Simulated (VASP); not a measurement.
# SrTiO3: from the relaxed cell to its vibrations

What lattice, stiffness and vibrations does SrTiO3 have at one level of theory? The starting structure is a measured crystal structure from the Crystallography Open Database. All runs use PBEsol.

Main program and level: VASP 6.6.1; Kohn-Sham DFT with plane waves and PAW; PBEsol.

### 1. The starting structure

The structure is cubic, space group Pm-3m (No. 221). Conventional cell: a = 3.899 Å, b = 3.899 Å, c = 3.899 Å, α = 90.00°, β = 90.00°, γ = 90.00°. Sr has 12 O at 2.76 Å nearest. Nearest to Ti lie 6 O at 1.95 Å. O has 2 Ti at 1.95 Å and 4 Sr at 2.76 Å nearest. Farther neighbours and most contacts between anions are not listed.

Coordinates:

```cif
data_structure
_symmetry_space_group_name_H-M 'P 1'
_symmetry_Int_Tables_number 1
_cell_length_a 3.8990
_cell_length_b 3.8990
_cell_length_c 3.8990
_cell_angle_alpha 90.000
_cell_angle_beta 90.000
_cell_angle_gamma 90.000
_cell_volume 59.27
loop_
_atom_site_label
_atom_site_type_symbol
_atom_site_fract_x
_atom_site_fract_y
_atom_site_fract_z
_atom_site_occupancy
Sr1 Sr 0.50000 0.50000 0.50000 1
Ti2 Ti 0.00000 0.00000 0.00000 1
O3 O 0.00000 0.00000 0.50000 1
O4 O 0.00000 0.50000 0.00000 1
O5 O 0.50000 0.00000 0.00000 1
```

### 2. Relaxation

This run starts from the cell of an earlier relaxation, which isn't shown; the restart sets up the plane waves anew.

File INCAR:

```
SYSTEM = SrTiO3
PREC = Accurate
ENCUT = 560
EDIFF = 1E-07
NELM = 100
ISMEAR = 0
SIGMA = 0.03
LREAL = .FALSE.
ALGO = Normal
GGA = PS
NBANDS = 26
LASPH = .TRUE.
LORBIT = 11
LWAVE = .FALSE.
LCHARG = .FALSE.
KPAR = 8
IBRION = 2
NSW = 50
ISIF = 3
EDIFFG = -0.002
```

File POSCAR:

```
SrTiO3
1.0
    3.8955232959      0.0000000000      0.0000000000
    0.0000000000      3.8955232959      0.0000000000
    0.0000000000      0.0000000000      3.8955232959
Sr Ti O
1 1 3
Direct
    0.5000000000      0.5000000000      0.5000000000
    0.0000000000      0.0000000000      0.0000000000
    0.0000000000      0.0000000000      0.5000000000
    0.0000000000      0.5000000000      0.0000000000
    0.5000000000      0.0000000000      0.0000000000
```

File KPOINTS:

```
Automatic mesh
0
Gamma
6 6 6
0 0 0
```

The projector-augmented-wave data sets are Sr_sv, Ti_sv and O (PBE family, release 64).

On the command line:

```bash
$ mpirun -np 8 vasp_std
```

Output:

```text
[banner, memory and clock lines left out]
running    8 mpi-ranks, on    1 nodes
 distrk:  each k-point on    1 cores,    8 groups
 distr:  one band on    1 cores,    1 groups

 POSCAR found type information on POSCAR SrTiO
 POSCAR found :  3 types and       5 ions
|                                                                             |
|           W    W    AA    RRRRR   N    N  II  N    N   GGGG   !!!           |
|           W    W   A  A   R    R  NN   N  II  NN   N  G    G  !!!           |
|           W    W  A    A  R    R  N N  N  II  N N  N  G       !!!           |
|           W WW W  AAAAAA  RRRRR   N  N N  II  N  N N  G  GGG   !            |
|           WW  WW  A    A  R   R   N   NN  II  N   NN  G    G                |
|           W    W  A    A  R    R  N    N  II  N    N   GGGG   !!!           |
|                                                                             |
|     For optimal performance we recommend to set                             |
|       NCORE = 2 up to number-of-cores-per-socket                            |
|     NCORE specifies how many cores store one orbital (NPAR=cpu/NCORE).      |
|     This setting can greatly improve the performance of VASP for DFT.       |
|     The default, NCORE=1 might be grossly inefficient on modern             |
|     multi-core architectures or massively parallel machines. Do your        |
|     Unfortunately you need to use the default for GW and RPA                |
|     calculations (for HF NCORE is supported but not extensively tested      |
|     yet).                                                                   |
|                                                                             |

|                                                                             |
|               ----> ADVICE to this user running VASP <----                  |
|                                                                             |
|     You enforced a specific xc type in the INCAR file but a different       |
|     [... a line on the potential file left out ...]
|     I HOPE YOU KNOW WHAT YOU ARE DOING!                                     |
|                                                                             |

 LDA part: xc-table for (Slater+PW92), standard interpolation
 POSCAR, INCAR and KPOINTS ok, starting setup
 FFT: planning ... GRIDC
 FFT: planning ... GRID_SOFT
 FFT: planning ... GRID
 WAVECAR not read
 entering main loop
       N       E                     dE             d eps       ncg     rms          rms(c)
DAV:   1     0.439226211087E+03    0.43923E+03   -0.21736E+04  1040   0.176E+03
DAV:   2    -0.743991907294E+01   -0.44667E+03   -0.43385E+03  1198   0.471E+02
DAV:   3    -0.490768302356E+02   -0.41637E+02   -0.40468E+02  1236   0.142E+02
DAV:   4    -0.515884011138E+02   -0.25116E+01   -0.25093E+01  1726   0.294E+01
DAV:   5    -0.516263937640E+02   -0.37993E-01   -0.37968E-01  1414   0.329E+00    0.271E+01
DAV:   6    -0.420562292353E+02    0.95702E+01   -0.55255E+01  1500   0.684E+01    0.159E+01
DAV:   7    -0.420985564457E+02   -0.42327E-01   -0.77003E+00  1326   0.206E+01    0.112E+01
DAV:   8    -0.421212297356E+02   -0.22673E-01   -0.19113E+00  1322   0.143E+01    0.314E+00
DAV:   9    -0.420244390404E+02    0.96791E-01   -0.45405E-01  1364   0.698E+00    0.999E-01
DAV:  10    -0.420300592657E+02   -0.56202E-02   -0.16106E-01  1312   0.254E+00    0.991E-01
DAV:  11    -0.420177105319E+02    0.12349E-01   -0.44641E-02  1568   0.193E+00    0.196E-01
DAV:  12    -0.420175160429E+02    0.19449E-03   -0.28097E-03  1318   0.422E-01    0.972E-02
DAV:  13    -0.420174988000E+02    0.17243E-04   -0.61700E-04  1716   0.213E-01    0.472E-02
DAV:  14    -0.420175015601E+02   -0.27601E-05   -0.11010E-04  1340   0.130E-01    0.243E-02
DAV:  15    -0.420174965909E+02    0.49692E-05   -0.49847E-05  1448   0.701E-02    0.193E-02
DAV:  16    -0.420174954863E+02    0.11046E-05   -0.83134E-06  1254   0.352E-02    0.415E-03
DAV:  17    -0.420174955075E+02   -0.21272E-07   -0.62134E-07  1402   0.739E-03
   1 F= -.42017496E+02 E0= -.42017496E+02  d E =-.420175E+02
 curvature:   0.00 expect dE= 0.000E+00 dE for cont linesearch  0.000E+00
 trial: gam= 0.00000 g(F)=  0.000E+00 g(S)=  0.160E-05 ort = 0.000E+00 (trialstep = 0.100E+01)
 search vector abs. value=  0.160E-05
 reached required accuracy - stopping structural energy minimisation
```

The job ended after 21 s (8 MPI ranks of AMD EPYC 7R43, shared host; peak memory 1.3 GiB; 2.5 min of CPU time).

Lines that name or quote the potential files are left out of all logs, and their timing lines are given in words.

From OUTCAR (step 2):

```text
ion  position               nearest neighbor table
   1  0.500  0.500  0.500-   3 2.75   4 2.75   5 2.75   4 2.75   5 2.75   3 2.75   5 2.75   5 2.75
                             3 2.75   4 2.75   4 2.75   3 2.75   2 3.37   2 3.37   2 3.37   2 3.37
   2  0.000  0.000  0.000-   3 1.95   4 1.95   5 1.95   3 1.95   4 1.95   5 1.95   1 3.37   1 3.37
                             1 3.37   1 3.37   1 3.37   1 3.37   1 3.37   1 3.37
   3  0.000  0.000  0.500-   2 1.95   2 1.95   1 2.75   1 2.75   1 2.75   1 2.75
   4  0.000  0.500  0.000-   2 1.95   2 1.95   1 2.75   1 2.75   1 2.75   1 2.75
   5  0.500  0.000  0.000-   2 1.95   2 1.95   1 2.75   1 2.75   1 2.75   1 2.75

  LATTYP: Found a simple cubic cell.
 ALAT       =     3.8955232959

 Subroutine GETGRP returns: Found 48 space group operations
 (whereof 48 operations were pure point group operations)

The static configuration has the point symmetry O_h .

 Found     20 irreducible k-points:

   k-points           NKPTS =     20   k-points in BZ     NKDIM =     20   number of bands    NBANDS=     26

   dimension x,y,z NGX =    30 NGY =   30 NGZ =   30
   dimension x,y,z NGXF=    60 NGYF=   60 NGZF=   60

   ENCUT  =  560.0 eV  41.16 Ry    6.42 a.u.   7.52  7.52  7.52*2*pi/ulx,y,z

   NELECT =      40.0000    total number of electrons

 k-points in reciprocal lattice and weights: Automatic mesh
   0.00000000  0.00000000  0.00000000       0.005
   0.16666667  0.00000000  0.00000000       0.028
   0.33333333  0.00000000  0.00000000       0.028
   0.50000000  0.00000000  0.00000000       0.014
   0.16666667  0.16666667  0.00000000       0.056
   0.33333333  0.16666667  0.00000000       0.111
   0.50000000  0.16666667  0.00000000       0.056
   0.33333333  0.33333333  0.00000000       0.056
   0.50000000  0.33333333  0.00000000       0.056
[...]
0.50000000  0.50000000  0.33333333       0.028
   0.50000000  0.50000000  0.50000000       0.005

 average (electrostatic) potential at core
       1 -34.2398       2 -76.1737       3 -69.4531       4 -69.4531       5 -69.4531

 E-fermi :   4.2648

 k-point     1 :       0.0000    0.0000    0.0000
  band No.  band energies     occupation
    ...
     16       2.8859      2.00000
     17       2.8859      2.00000
     18       3.7305      2.00000
     19       3.7305      2.00000
     20       3.7305      2.00000
     21       5.8983      0.00000
     22       5.8983      0.00000
     23       5.8983      0.00000
     24       8.4699      0.00000
     25       8.4699      0.00000
    ...

 k-point     2 :       0.1667    0.0000    0.0000
  band No.  band energies     occupation
    ...
     16       2.5330      2.00000
     17       2.6413      2.00000
     18       2.9566      2.00000
     19       3.5776      2.00000
     20       3.5776      2.00000
     21       5.9419      0.00000
     22       6.4967      0.00000
     23       6.4967      0.00000
     24       8.4783      0.00000
     25       9.2157      0.00000
    ...

 k-point     3 :       0.3333    0.0000    0.0000
  band No.  band energies     occupation
    ...
     16       1.9453      2.00000
     17       1.9453      2.00000
     18       2.2180      2.00000
     19       3.4087      2.00000
     20       3.4087      2.00000
     21       6.0324      0.00000
     22       7.4623      0.00000
     23       7.4623      0.00000
     24       8.4869      0.00000
     25      10.2645      0.00000
    ...

  Total        0.0074317      0.0074317      0.0074317      0.0000000      0.0000000     -0.0000000
  in kB        0.2014207      0.2014207      0.2014207      0.0000000      0.0000000     -0.0000000
  external PRESSURE =       0.2014207 kB  Pullay stress =       0.0000000 kB

  energy-cutoff  :      560.00
  volume of cell :       59.11
      direct lattice vectors                 reciprocal lattice vectors
     3.895523296  0.000000000  0.000000000     0.256704921  0.000000000  0.000000000
     0.000000000  3.895523296  0.000000000     0.000000000  0.256704921  0.000000000
     0.000000000  0.000000000  3.895523296     0.000000000  0.000000000  0.256704921

 POSITION                                       TOTAL-FORCE (eV/Angst)
 -----------------------------------------------------------------------------------
      1.94776      1.94776      1.94776         0.000000      0.000000      0.000000
      0.00000      0.00000      0.00000         0.000000      0.000000      0.000000
      0.00000      0.00000      1.94776         0.000000      0.000000      0.000000
      0.00000      1.94776      0.00000         0.000000      0.000000      0.000000
      1.94776      0.00000      0.00000         0.000000      0.000000      0.000000
 -----------------------------------------------------------------------------------
    total drift:                                0.000000     -0.000000      0.000000

  FREE ENERGIE OF THE ION-ELECTRON SYSTEM (eV)
  ---------------------------------------------------
  free  energy   TOTEN  =       -42.0174955075 eV

  energy  without entropy=      -42.0174955075  energy(sigma->0) =      -42.01749551

 reached required accuracy - stopping structural energy minimisation

 total charge
# of ion       s       p       d       tot
------------------------------------------
    1        1.997   5.762   0.208   7.967
    2        2.236   6.332   1.782  10.350
    3        1.557   3.476   0.000   5.033
    4        1.557   3.476   0.000   5.033
    5        1.557   3.476   0.000   5.033
--------------------------------------------------
tot          8.906  22.522   1.990  33.418

[... 3 further parts left out ...]
```

CONTCAR:

```
SrTiO3
   1.00000000000000
     3.8955232958999999    0.0000000000000000    0.0000000000000000
     0.0000000000000000    3.8955232958999999    0.0000000000000000
     0.0000000000000000    0.0000000000000000    3.8955232958999999
  Sr              Ti              O
     1     1     3
Direct
     0.5000000000000000    0.5000000000000000    0.5000000000000000
     0.0000000000000000    0.0000000000000000    0.0000000000000000
     0.0000000000000000    0.0000000000000000    0.5000000000000000
     0.0000000000000000    0.5000000000000000    0.0000000000000000
     0.5000000000000000    0.0000000000000000    0.0000000000000000
```

The PAW data sets were made with PBE, which is usual practice but a small mismatch for other functionals. The run keeps the 48 symmetry operations of its start, so it cannot find a distortion of lower symmetry.

The relaxed cell holds 11.823 Å³ an atom, with a = 3.896 Å (-0.1 % against the database cell). Pressures at 0.985 and 1.015 times this volume, from two more relaxations that aren't shown, give a bulk modulus of 185.7 GPa.

### 3. Elastic constants

File INCAR:

```
SYSTEM = SrTiO3
PREC = Accurate
ENCUT = 800
EDIFF = 1E-08
NELM = 100
ISMEAR = 0
SIGMA = 0.03
LREAL = .FALSE.
ALGO = Normal
GGA = PS
NBANDS = 26
LASPH = .TRUE.
LORBIT = 11
LWAVE = .FALSE.
LCHARG = .FALSE.
KPAR = 8
IBRION = 6
NFREE = 2
POTIM = 0.015
ISIF = 3
NSW = 1
```

POSCAR is that of step 2.

File KPOINTS:

```
Automatic mesh
0
Gamma
8 8 8
0 0 0
```

On the command line:

```bash
$ mpirun -np 8 vasp_std
```

Output:

```text
[banner, memory and clock lines left out]
running    8 mpi-ranks, on    1 nodes
[...]
[... a notice as in an earlier step ...]

 [... a notice as in an earlier step ...]

 LDA part: xc-table for (Slater+PW92), standard interpolation
 POSCAR, INCAR and KPOINTS ok, starting setup
[...]
entering main loop
       N       E                     dE             d eps       ncg     rms          rms(c)
DAV:   1     0.527101046749E+03    0.52710E+03   -0.26842E+04  1820   0.229E+03
DAV:   2     0.122271092492E+02   -0.51487E+03   -0.49787E+03  2014   0.548E+02
DAV:   3    -0.480608728976E+02   -0.60288E+02   -0.59241E+02  2118   0.171E+02
DAV:   4    -0.515906416734E+02   -0.35298E+01   -0.35245E+01  3104   0.370E+01
[...]
DAV:  18    -0.420336416302E+02   -0.23938E-07   -0.14066E-07  2356   0.428E-03    0.829E-04
DAV:  19    -0.420336416448E+02   -0.14598E-07   -0.10549E-08  1292   0.108E-03    0.165E-04
DAV:  20    -0.420336416421E+02    0.26712E-08   -0.27726E-09  1126   0.488E-04
[...]
2 F= -.42020153E+02 E0= -.42020153E+02  d E =-.120755E-39
   3 F= -.42017978E+02 E0= -.42017978E+02  d E =-.515069E-21
   4 F= -.42020153E+02 E0= -.42020153E+02  d E =-.121350E-39
   5 F= -.42017978E+02 E0= -.42017978E+02  d E =-.515222E-21
   6 F= -.42020153E+02 E0= -.42020153E+02  d E =-.121387E-39
   7 F= -.42017978E+02 E0= -.42017978E+02  d E =-.514649E-21
   8 F= -.42028873E+02 E0= -.42028873E+02  d E =-.122787E-42
   9 F= -.42028873E+02 E0= -.42028873E+02  d E =-.125468E-42
  10 F= -.42028873E+02 E0= -.42028873E+02  d E =-.122620E-42
  11 F= -.42028873E+02 E0= -.42028873E+02  d E =-.124578E-42
  12 F= -.42028873E+02 E0= -.42028873E+02  d E =-.122686E-42
  13 F= -.42028873E+02 E0= -.42028873E+02  d E =-.125323E-42
  14 F= -.42033233E+02 E0= -.42033233E+02  d E =-.255030E-45
  15 F= -.42033233E+02 E0= -.42033233E+02  d E =-.256834E-45
  16 F= -.42033406E+02 E0= -.42033406E+02  d E =-.261916E-45
  17 F= -.42033406E+02 E0= -.42033406E+02  d E =-.264527E-45
  18 F= -.42033188E+02 E0= -.42033188E+02  d E =-.338327E-45
  19 F= -.42033188E+02 E0= -.42033188E+02  d E =-.334306E-45
  20 F= -.42032327E+02 E0= -.42032327E+02  d E =-.319028E-45
  21 F= -.42032327E+02 E0= -.42032327E+02  d E =-.316253E-45
 Finite differences progress:
  Degree of freedom:  10/ 10
  Displacement:        2/  2
  Total:              20/ 20
```

It took 17 min on 8 MPI ranks; peak memory 6.5 GiB.

From OUTCAR (step 3):

```text
  Total        0.0256670      0.0256670      0.0375937      0.0000000      0.0000000     -0.0000000
  in kB        0.6956449      0.6956449      1.0188917      0.0000000      0.0000000     -0.0000000
  external PRESSURE =       0.8033938 kB  Pullay stress =       0.0000000 kB

 POSITION                                       TOTAL-FORCE (eV/Angst)
 -----------------------------------------------------------------------------------
      1.94776      1.94776      1.94776         0.000000      0.000000     -0.017730
      0.00000      0.00000      0.00000         0.000000      0.000000      0.006131
      0.00000      0.00000      1.93276        -0.000000      0.000000      0.175419
      0.00000      1.94776      0.00000        -0.000000      0.000000     -0.081910
      1.94776      0.00000      0.00000        -0.000000      0.000000     -0.081910
 -----------------------------------------------------------------------------------
    total drift:                               -0.000002      0.000000      0.000035

  FREE ENERGIE OF THE ION-ELECTRON SYSTEM (eV)
  ---------------------------------------------------
  free  energy   TOTEN  =       -42.0323270437 eV

  energy  without entropy=      -42.0323270437  energy(sigma->0) =      -42.03232704

[... 3 further parts left out ...]
[key lines of the parts left out:]
E-fermi :   4.3742
```

The last energy, forces and stress in OUTCAR belong to the last displaced cell, not to that of POSCAR.

The elastic tensor has C11 = 351.2, C12 = 103.9, C44 = 114.9 GPa; its Hill averages are a bulk modulus of 186.3 and a shear modulus of 118.3 GPa.

[end of part 1 of 2]

[Lines on the potential files, build, host, timing and source positions are cut from VASP's logs without a mark.]

[Logs are printed without paths, hosts, clocks, repeated set-up lines and the standing remarks that a program may print on its own settings, such as how far it seeks lower states.]

[Hosts, paths, dates, database ids (printed as entryN), source tags and the programs' standing remarks are cut or masked in the printed files.]
